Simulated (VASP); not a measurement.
These are PBEsol GGA, VASP's PBE PAW potentials (set 64) (plane waves; VASP) values and carry that method's errors.

The input files of a VASP run:

### POSCAR
```
CuI
1
    0.0000000000     2.9685087804     2.9685087804
    2.9685087804     0.0000000000     2.9685087804
    2.9685087804     2.9685087804     0.0000000000
Cu I
1 1
Direct
  0.0000000000   0.0000000000   0.0000000000
  0.2500000000   0.2500000000   0.2500000000
```

KPOINTS:
```
Automatic mesh
0
Gamma
8 8 8
0 0 0
```

### INCAR
```
ALGO=Normal
EDIFF=1E-7
ENCUT=480
GGA=PS
ISIF=2
ISMEAR=0
LASPH=.True.
LCHARG=.False.
LMAXMIX=4
LREAL=.False.
LWAVE=.False.
NELM=100
PREC=Accurate
SIGMA=0.05
SYSTEM=CuI
```

POTCAR, in this order: Cu I (PBE.64 set). Program: vasp_std.

Output

**OUTCAR**
```
 ion  position               nearest neighbor table
   1  0.000  0.000  0.000-   2 2.57   2 2.57   2 2.57   2 2.57
   2  0.250  0.250  0.250-   1 2.57   1 2.57   1 2.57   1 2.57
  LATTYP: Found a face centered cubic cell.
 ALAT       =     5.9370175608
 Subroutine PRICEL returns:
 Original cell was already a primitive cell.
 Subroutine GETGRP returns: Found 24 space group operations
The static configuration has the point symmetry T_d .
The dynamic configuration has the point symmetry T_d .
 Subroutine INISYM returns: Found 24 space group operations
 Subroutine IBZKPT returns following result:
 Found     29 irreducible k-points:

 Following reciprocal coordinates:
            Coordinates               Weight
  0.000000  0.000000  0.000000      1.000000
  0.125000  0.000000  0.000000      8.000000
  0.250000  0.000000  0.000000      8.000000
  0.375000  0.000000  0.000000      8.000000
  0.500000  0.000000  0.000000      4.000000
  0.125000  0.125000  0.000000      6.000000
  0.250000  0.125000  0.000000     24.000000
  0.375000  0.125000  0.000000     24.000000
  0.500000  0.125000  0.000000     24.000000
...
```

OSZICAR:
```
       N       E                     dE             d eps       ncg     rms          rms(c)
DAV:   1     0.103137300994E+03    0.10314E+03   -0.76940E+03   754   0.142E+03
DAV:   2     0.739361965090E+00   -0.10240E+03   -0.96457E+02   764   0.259E+02
DAV:   3    -0.641391638825E+01   -0.71533E+01   -0.70492E+01  1037   0.804E+01
DAV:   4    -0.665708988695E+01   -0.24317E+00   -0.24306E+00   882   0.132E+01
DAV:   5    -0.666499783881E+01   -0.79080E-02   -0.79078E-02  1121   0.247E+00    0.632E+00
DAV:   6    -0.656985394482E+01    0.95144E-01   -0.56634E+00   767   0.693E+01    0.418E+00
DAV:   7    -0.632251383613E+01    0.24734E+00   -0.12353E+00   804   0.421E+01    0.185E+00
DAV:   8    -0.632590771142E+01   -0.33939E-02   -0.98469E-02  1119   0.651E+00    0.659E-01
DAV:   9    -0.631987258850E+01    0.60351E-02   -0.25722E-02   927   0.500E+00    0.239E-01
DAV:  10    -0.631997701231E+01   -0.10442E-03   -0.97980E-04   899   0.271E-01    0.194E-01
DAV:  11    -0.631985829402E+01    0.11872E-03   -0.65939E-04  1063   0.862E-01    0.433E-02
DAV:  12    -0.631987500132E+01   -0.16707E-04   -0.13649E-04  1186   0.107E-01    0.485E-02
DAV:  13    -0.631987588872E+01   -0.88740E-06   -0.18763E-06  1141   0.214E-02    0.322E-02
DAV:  14    -0.631987604689E+01   -0.15817E-06   -0.14825E-06   939   0.160E-02    0.170E-02
DAV:  15    -0.631987511649E+01    0.93041E-06   -0.16630E-06  1023   0.420E-02    0.842E-03
DAV:  16    -0.631987474185E+01    0.37464E-06   -0.95318E-07  1151   0.270E-02    0.150E-03
DAV:  17    -0.631987472080E+01    0.21054E-07   -0.53943E-08   427   0.552E-03
   1 F= -.63198747E+01 E0= -.63198747E+01  d E =-.161329E-14
```

OUTCAR:
```
------------------------ aborting loop because EDIFF is reached ----------------------------------------
  FORCE on cell =-STRESS in cart. coord.  units (eV):
  Direction    XX          YY          ZZ          XY          YZ          ZX
  --------------------------------------------------------------------------------------
  Total        0.0296005      0.0296005      0.0296005     -0.0000000      0.0000000     -0.0000000
  in kB        0.9064934      0.9064934      0.9064934     -0.0000000      0.0000000     -0.0000000
  external PRESSURE =       0.9064934 kB  Pullay stress =       0.0000000 kB
  volume of cell :       52.32
      direct lattice vectors                 reciprocal lattice vectors
     0.000000000  2.968508780  2.968508780    -0.168434738  0.168434738  0.168434738
     2.968508780  0.000000000  2.968508780     0.168434738 -0.168434738  0.168434738
     2.968508780  2.968508780  0.000000000     0.168434738  0.168434738 -0.168434738
  FREE ENERGIE OF THE ION-ELECTRON SYSTEM (eV)
  ---------------------------------------------------
  free  energy   TOTEN  =        -6.3198747208 eV

  energy  without entropy=       -6.3198747208  energy(sigma->0) =       -6.31987472
```
(Selected blocks of OUTCAR.)

The compound is CuI in the zinc blende structure. It was relaxed first, which changed the volume by -5 %.
